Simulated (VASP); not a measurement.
VASP input:

### INCAR
```
SYSTEM = HfO2
PREC = Accurate; ENCUT = 620; LREAL = F
LASPH = T
EDIFF = 1E-6; NELM = 100; ALGO = Normal
LMAXMIX = 6
ISMEAR = 0; SIGMA = 0.05
GGA = PS
IBRION = 2; NSW = 40; ISIF = 3
EDIFFG = -0.02; PSTRESS = 50
LWAVE = F; LCHARG = F
```

POSCAR:
```
HfO2
1.0
  0.0000000000   2.4946180855   2.4946180855
  2.4946180855   0.0000000000   2.4946180855
  2.4946180855   2.4946180855   0.0000000000
Hf O
1 2
Cart
  0.0000000000   0.0000000000   0.0000000000
  1.2473090427   1.2473090427   1.2473090427
  3.7419271282   3.7419271282   3.7419271282
```

**KPOINTS**
```
Automatic mesh
0
Gamma
8 8 8
0 0 0
```

POTCAR, in this order: Hf_pv O (PBE.64 set). Program: vasp_std.

### Question
Translate this PBEsol calculation to Ansatz.

### Answer
One equivalent input (not run):
Ansatz 0.2 input:
```yaml
crystal:
  lattice:
    - [0.0000000, 2.4946181, 2.4946181]
    - [2.4946181, 0.0000000, 2.4946181]
    - [2.4946181, 2.4946181, 0.0000000]
  atoms:
    - { symbol: Hf, position: [0.0000000, 0.0000000, 0.0000000] }
    - { symbol: O, position: [0.2500000, 0.2500000, 0.2500000] }
    - { symbol: O, position: [0.7500000, 0.7500000, 0.7500000] }
kpoints:
  mp_grid: { grid: [8, 8, 8] }
hamiltonian:
  xc: pbesol
  pseudopotentials: { kind: paw }
scf:
  occupations: { method: gaussian, width: 0.05 }
  max_iter: 100
relax:
  max_steps: 40
  f_tol: 0.02
  cell: { p_target: 5 }
output: { forces: true, stress: true, eigenvalues: true }
```
What does not carry over: each code has its own PAW files, so the cut-off isn't converted (ENCUT is set for VASP's; basis.ecutwfc is left out, and Ansatz then takes the one that its files recommend); Ansatz stops its SCF on the density residual and VASP on the energy change (EDIFF).

The compound is HfO2 in the fluorite structure, the high-temperature cubic form, which is unstable at 0 K; the monoclinic form is the stable one. It was relaxed first under an external pressure of 5 GPa.
